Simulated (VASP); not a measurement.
# Sb2Pt (Geversite): Be into a neighbouring Pt vacancy, part 2 of 2

Aim: the barrier for one hop in Sb2Pt (Geversite): Be into a neighbouring Pt vacancy. The start is a cell from a database of measured crystal structures.

VASP 6.6.1, plane waves and PAW; the level of theory is named at each step.

So far. Step 3 (Relax the start): The run ended after 14 ionic steps, 0.471 eV below its first step, once the forces on the free atoms met EDIFFG = -0.05. Step 4 (Relax the end): The run ended after 20 ionic steps, 0.439 eV below its first step, once the forces on the free atoms met EDIFFG = -0.05.

## 5. Nudged elastic band

Images on a straight line between the ends relax across the path, while springs keep them spaced along it.

File INCAR:

```
SYSTEM = BeSb16Pt6
PREC = Normal
ENCUT = 280
EDIFF = 1E-05
NELM = 120
ISMEAR = 1
SIGMA = 0.15
LREAL = Auto
ALGO = Fast
GGA = PS
NBANDS = 94
LASPH = .TRUE.
LWAVE = .FALSE.
LCHARG = .FALSE.
IMAGES = 3
SPRING = -5
IBRION = 3
POTIM = 0.15
NSW = 60
EDIFFG = -0.05
ISYM = 0
ISIF = 0
SMASS = 1
```

File POSCAR:

```
BeSb16Pt6
1.0
    0.0000000000      6.4606939514      6.4606939514
    6.4606939514      0.0000000000      6.4606939514
    6.4606939514      6.4606939514      0.0000000000
Pt Be Sb
6 1 16
Direct
    0.9996701516      0.5000873549      0.4997081273
    0.4998488845      0.5001416371      0.9997374706
    0.9999472781      0.4998192279      0.9996937835
    0.4997810327      0.9999308462      0.4998506311
    0.9997517655      0.9999268264      0.0001106344
    0.4997904402      0.4997717307      0.4996503501
    0.0000988799      0.0004245416      0.4995230524
    0.3136332967      0.5619869492      0.8120040156
    0.8159473339      0.0569862773      0.3146078416
    0.5488413079      0.8289774724      0.3024965597
    0.0668001727      0.3102343462      0.8109525784
    0.8140680601      0.3114212456      0.5602487404
    0.3176404226      0.8361293886      0.0503992327
    0.3120846363      0.3092816284      0.3098339484
    0.8257486765      0.8248006185      0.8043099546
    0.1842142591      0.9423265160      0.6856069633
    0.6864938511      0.4371483188      0.1872261845
    0.9324499772      0.6896751466      0.1884547276
    0.4505880661      0.1703368069      0.6977684305
    0.6817319773      0.1642824571      0.9496734823
    0.1855402413      0.6883633334      0.4395036326
    0.1749065648      0.1750257941      0.1948999064
    0.6877146206      0.6908571583      0.6898203806
```

File KPOINTS:

```
Automatic mesh
0
Gamma
3 3 3
0 0 0
```

File 00/POSCAR:

```
BeSb16Pt6
1.0
    0.0000000000      6.4606939514      6.4606939514
    6.4606939514      0.0000000000      6.4606939514
    6.4606939514      6.4606939514      0.0000000000
Pt Be Sb
6 1 16
Direct
    0.9996701516      0.5000873549      0.4997081273
    0.4998488845      0.5001416371      0.9997374706
    0.9999472781      0.4998192279      0.9996937835
    0.4997810327      0.9999308462      0.4998506311
    0.9997517655      0.9999268264      0.0001106344
    0.4997904402      0.4997717307      0.4996503501
    0.0000988799      0.0004245416      0.4995230524
    0.3136332967      0.5619869492      0.8120040156
    0.8159473339      0.0569862773      0.3146078416
    0.5488413079      0.8289774724      0.3024965597
    0.0668001727      0.3102343462      0.8109525784
    0.8140680601      0.3114212456      0.5602487404
    0.3176404226      0.8361293886      0.0503992327
    0.3120846363      0.3092816284      0.3098339484
    0.8257486765      0.8248006185      0.8043099546
    0.1842142591      0.9423265160      0.6856069633
    0.6864938511      0.4371483188      0.1872261845
    0.9324499772      0.6896751466      0.1884547276
    0.4505880661      0.1703368069      0.6977684305
    0.6817319773      0.1642824571      0.9496734823
    0.1855402413      0.6883633334      0.4395036326
    0.1749065648      0.1750257941      0.1948999064
    0.6877146206      0.6908571583      0.6898203806
```

File 01/POSCAR:

```
BeSb16Pt6
1.0
    0.0000000000      6.4606939514      6.4606939514
    6.4606939514      0.0000000000      6.4606939514
    6.4606939514      6.4606939514      0.0000000000
Pt Be Sb
6 1 16
Direct
    0.9995324370      0.4998983340      0.5000832756
    0.4995974691      0.4999745016      1.0000820961
    0.9997601010      0.4997536736      1.0000282490
    0.4996334738      0.9998020958      0.5001313427
    0.9996034134      0.9998007794      0.0004212503
    0.4995742700      0.4997835344      0.4999512976
    0.1248575472      0.0002734672      0.3747901710
    0.3131037963      0.5625789366      0.8121538836
    0.8182124414      0.0555846175      0.3152608206
    0.5500160952      0.8265904788      0.3040521522
    0.0663554098      0.3101018994      0.8117189862
    0.8166724515      0.3103278324      0.5578193454
    0.3164652695      0.8315422713      0.0535678703
    0.3116932352      0.3089932332      0.3104135545
    0.8303232530      0.8229875464      0.8012035739
    0.1815566280      0.9437009144      0.6854528497
    0.6865042882      0.4365278321      0.1877460550
    0.9327700166      0.6894868446      0.1884087760
    0.4493111997      0.1726441198      0.6964059681
    0.6826608050      0.1685568016      0.9470121396
    0.1824516107      0.6892562632      0.4425587659
    0.1696172683      0.1766546643      0.1987852664
    0.6876843993      0.6908192232      0.6898505988
```

File 02/POSCAR:

```
BeSb16Pt6
1.0
    0.0000000000      6.4606939514      6.4606939514
    6.4606939514      0.0000000000      6.4606939514
    6.4606939514      6.4606939514      0.0000000000
Pt Be Sb
6 1 16
Direct
    0.9993947225      0.4997093130      0.5004584240
    0.4993460536      0.4998073660      1.0004267217
    0.9995729240      0.4996881194      1.0003627146
    0.4994859149      0.9996733454      0.5004120543
    0.9994550612      0.9996747325      0.0007318662
    0.4993580999      0.4997953380      0.5002522450
    0.2496162144      0.0001223928      0.2500572896
    0.3125742959      0.5631709241      0.8123037517
    0.8204775489      0.0541829578      0.3159137996
    0.5511908824      0.8242034852      0.3056077448
    0.0659106469      0.3099694527      0.8124853940
    0.8192768428      0.3092344192      0.5553899504
    0.3152901163      0.8269551540      0.0567365080
    0.3113018342      0.3087048381      0.3109931606
    0.8348978296      0.8211744742      0.7980971933
    0.1788989970      0.9450753127      0.6852987361
    0.6865147252      0.4359073454      0.1882659256
    0.9330900561      0.6892985426      0.1883628244
    0.4480343333      0.1749514328      0.6950435058
    0.6835896326      0.1728311462      0.9443507970
    0.1793629800      0.6901491930      0.4456138992
    0.1643279718      0.1782835345      0.2026706264
    0.6876541781      0.6907812880      0.6898808171
```

File 03/POSCAR:

```
BeSb16Pt6
1.0
    0.0000000000      6.4606939514      6.4606939514
    6.4606939514      0.0000000000      6.4606939514
    6.4606939514      6.4606939514      0.0000000000
Pt Be Sb
6 1 16
Direct
    0.9992570080      0.4995202920      0.5008335724
    0.4990946382      0.4996402305      1.0007713472
    0.9993857470      0.4996225651      1.0006971802
    0.4993383560      0.9995445949      0.5006927659
    0.9993067091      0.9995486856      0.0010424820
    0.4991419298      0.4998071417      0.5005531925
    0.3743748817     -0.0000286816      0.1253244083
    0.3120447955      0.5637629116      0.8124536198
    0.8227426564      0.0527812980      0.3165667787
    0.5523656697      0.8218164917      0.3071633374
    0.0654658840      0.3098370060      0.8132518018
    0.8218812342      0.3081410060      0.5529605554
    0.3141149632      0.8223680368      0.0599051456
    0.3109104331      0.3084164430      0.3115727667
    0.8394724062      0.8193614021      0.7949908126
    0.1762413659      0.9464497110      0.6851446225
    0.6865251623      0.4352868588      0.1887857962
    0.9334100956      0.6891102405      0.1883168728
    0.4467574669      0.1772587458      0.6936810434
    0.6845184603      0.1771054907      0.9416894544
    0.1762743494      0.6910421228      0.4486690326
    0.1590386753      0.1799124047      0.2065559863
    0.6876239568      0.6907433528      0.6899110354
```

File 04/POSCAR:

```
BeSb16Pt6
1.0
    0.0000000000      6.4606939514      6.4606939514
    6.4606939514      0.0000000000      6.4606939514
    6.4606939514      6.4606939514      0.0000000000
Pt Be Sb
6 1 16
Direct
    0.9991192934      0.4993312711      0.5012087207
    0.4988432228      0.4994730949      1.0011159728
    0.9991985699      0.4995570108      1.0010316457
    0.4991907971      0.9994158445      0.5009734775
    0.9991583570      0.9994226386      0.0013530979
    0.4989257596      0.4998189454      0.5008541400
    0.4991335490     -0.0001797560      0.0005915269
    0.3115152951      0.5643548990      0.8126034878
    0.8250077639      0.0513796382      0.3172197577
    0.5535404570      0.8194294981      0.3087189299
    0.0650211211      0.3097045592      0.8140182096
    0.8244856256      0.3070475928      0.5505311604
    0.3129398100      0.8177809195      0.0630737832
    0.3105190320      0.3081280478      0.3121523728
    0.8440469827      0.8175483300      0.7918844319
    0.1735837348      0.9478241094      0.6849905089
    0.6865355994      0.4346663721      0.1893056667
    0.9337301350      0.6889219385      0.1882709212
    0.4454806005      0.1795660587      0.6923185810
    0.6854472880      0.1813798353      0.9390281117
    0.1731857188      0.6919350526      0.4517241659
    0.1537493788      0.1815412749      0.2104413463
    0.6875937355      0.6907054177      0.6899412536
```

Potentials, in the order of the species: Pt, Be and Sb (PBE family, release 64).

Run with:

```
$ mpirun -np 3 vasp_std
```

Wall time 85 min (3 MPI ranks of AMD EPYC 7R43, shared host); peak memory 1.1 GiB.

The band used up its steps before its forces met the threshold, so no barrier is taken from it.

## 6. Summary of results

```
result : none
```

**Reading.** The session ends without its result: «nudged elastic band» used up its steps.

[Lines on the potential files, build, host, timing and source positions are cut from VASP's logs without a mark.]

[Logs are printed without paths, hosts, clocks, repeated set-up lines and the standing remarks that a program may print on its own settings, such as how far it seeks lower states.]

[Hosts, paths, dates, database ids (printed as entryN), source tags and the programs' standing remarks are cut or masked in the printed files.]

[Runs that stopped without an error message from VASP are left out.]
